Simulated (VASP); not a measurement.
Data:

```xyz
64
Lattice="7.1466 0.0000 0.0000 0.0000 7.1466 0.0000 0.0000 0.0000 7.1466" Properties=species:S:1:pos:R:3 pbc="T T T"
C      3.5733     0.0000     0.0000
C      4.4666     0.8933     0.8933
C      5.3599     1.7866     0.0000
C      6.2532     2.6800     0.8933
C      5.3599     0.0000     1.7866
C      6.2532     0.8933     2.6800
C      0.0000     0.0000     0.0000
C      0.8933     0.8933     0.8933
C      1.7866     1.7866     0.0000
C      2.7073     2.6848     0.8591
C      3.5733     3.5733     0.0000
C      4.4883     4.4181     0.8946
C      5.3599     5.3599     0.0000
C      6.2532     6.2532     0.8933
C      1.7866     0.0000     1.7866
C      2.7141     0.9039     2.6755
C      3.5936     1.8359     1.8003
C      4.4183     2.6439     2.6945
C      5.3103     3.5304     1.7935
C      6.2702     4.5014     2.6554
C      3.5733     0.0000     3.5733
C      4.5162     0.8533     4.4963
C      5.3173     1.7648     3.5318
C      6.2942     2.7022     4.4951
C      5.3599     0.0000     5.3599
C      6.2532     0.8933     6.2532
C      0.0000     3.5733     0.0000
C      0.8933     4.4666     0.8933
C      1.7866     5.3599     0.0000
C      2.6800     6.2532     0.8933
C      0.0000     1.7866     1.7866
C      0.9001     2.6810     2.6806
C      1.7826     3.5777     1.7943
C      2.6334     4.4364     2.6562
C      3.5882     5.4078     1.8083
C      4.4857     6.2510     2.6938
C      0.0000     0.0000     3.5733
C      0.8933     0.8933     4.4666
C      1.7388     1.7477     3.5478
C      2.7155     2.6309     4.4290
C      4.4952     4.4367     4.4608
C      5.3924     5.3553     3.5838
C      6.2532     6.2532     4.4666
C      1.7866     0.0000     5.3599
C      2.6800     0.8933     6.2532
C      3.6136     1.7886     5.4037
C      4.4652     2.6482     6.2206
C      5.3405     3.5471     5.3500
C      6.2532     4.4666     6.2532
C      0.0000     5.3599     1.7866
C      0.8933     6.2532     2.6800
C      0.0000     3.5733     3.5733
C      0.8450     4.5086     4.4411
C      1.7584     5.3474     3.5667
C      2.6487     6.2364     4.4929
C      0.0000     1.7866     5.3599
C      0.8933     2.6800     6.2532
C      1.7414     3.5526     5.3146
C      2.7214     4.4701     6.2554
C      3.6109     5.4007     5.3551
C      4.4666     6.2532     6.2532
C      0.0000     5.3599     5.3599
C      0.8933     6.2532     6.2532
Sn     3.5523     3.5773     3.5346
```
Cell charge +1.

Method: PBE GGA, VASP's PBE PAW potentials (set 64) (plane waves; VASP). Settings: PREC = Normal, LREAL = Auto, ISYM = 0, NELECT = 255.0, EDIFF = 1E-5, 400 eV cut-off, 1×1×1 Γ-centred mesh, Gaussian smearing of 0.050 eV, potentials C Sn. Starting moments (MAGMOM): 64*0.0156. The cell's moment is fixed (NUPDOWN = 1).

The cell is charged, with a uniform compensating background. The supercell is sampled at Γ alone, which is coarse: total energies, pressure and levels can be off, energies of defects by several tenths of an eV.

### Question
The ions are relaxed. Predict the relaxed structure.

### Answer

```xyz
64
Lattice="7.1466 0.0000 0.0000 0.0000 7.1466 0.0000 0.0000 0.0000 7.1466" Properties=species:S:1:pos:R:3 pbc="T T T"
C      3.5684     0.0007     0.0011
C      4.4736     0.8572     0.8580
C      5.3628     1.7813     7.1375
C      6.2870     2.6704     0.8579
C      5.3627     7.1366     1.7821
C      6.2869     0.8573     2.6713
C      7.1456     7.1447     7.1456
C      0.8981     0.8899     0.8907
C      1.7826     1.7797     0.0083
C      2.6806     2.6799     0.8807
C      3.5722     3.5718     7.1457
C      4.4641     4.4634     0.8805
C      5.3644     5.3615     0.0082
C      6.2541     6.2458     0.8907
C      1.7824     0.0077     1.7804
C      2.6806     0.8798     2.6808
C      3.5885     1.7450     1.7460
C      4.6776     2.4667     2.4676
C      5.3992     3.5558     1.7458
C      6.2643     4.4634     2.6810
C      3.5722     7.1447     3.5727
C      4.4643     0.8798     4.4642
C      5.3992     1.7451     3.5568
C      6.2644     2.6799     4.4645
C      5.3645     0.0075     5.3622
C      6.2543     0.8899     6.2466
C      7.1435     3.5756     0.0012
C      0.8621     4.4577     0.8551
C      1.7809     5.3631     7.1363
C      2.6862     6.2820     0.8550
C      0.0075     1.7814     1.7823
C      0.8872     2.6786     2.6793
C      1.7296     3.6008     1.7314
C      2.4874     4.6567     2.4663
C      3.5431     5.4147     1.7310
C      4.4656     6.2569     2.6792
C      7.1437     0.0007     3.5764
C      0.8626     0.8547     4.4584
C      1.7301     1.7309     3.6015
C      2.4883     2.4666     4.6570
C      4.6781     4.6564     4.6575
C      5.4133     5.4144     3.6016
C      6.2896     6.2818     4.4583
C      1.7813     7.1358     5.3636
C      2.6866     0.8548     6.2823
C      3.5437     1.7310     5.4150
C      4.4659     2.6785     6.2579
C      5.4135     3.6007     5.4153
C      6.2897     4.4577     6.2824
C      7.1365     5.3616     1.7806
C      0.8682     6.2758     2.6729
C      7.1460     3.5720     3.5730
C      0.8887     4.4609     4.4618
C      1.7371     5.4072     3.5527
C      2.6832     6.2558     4.4617
C      7.1369     1.7798     5.3625
C      0.8686     2.6721     6.2766
C      1.7373     3.5521     5.4080
C      2.6831     4.4610     6.2567
C      3.5920     5.4070     5.4081
C      4.4719     6.2758     6.2765
C      0.0086     5.3631     5.3636
C      0.8991     6.2450     6.2455
Sn     3.5656     3.5788     3.5789
```
Cell charge +1. The cell ends with 1.00 μB, on the first 30 sites 0.02 0.03 0.00 0.03 0.00 0.03 0.01 0.01 0.00 0.01 0.00 0.01 0.00 0.01 0.00 0.01 0.01 0.14 0.01 0.01 0.00 0.01 0.01 0.01 0.00 0.01 0.02 0.01 0.01 0.01 μB.

### Question
How much energy does the relaxation gain?

### Answer
The energy (σ→0) changes by -329.3 meV/atom, in 23 ionic steps.

The cell is a supercell with a defect, built from C (diamond): Sn_C, charge +1.
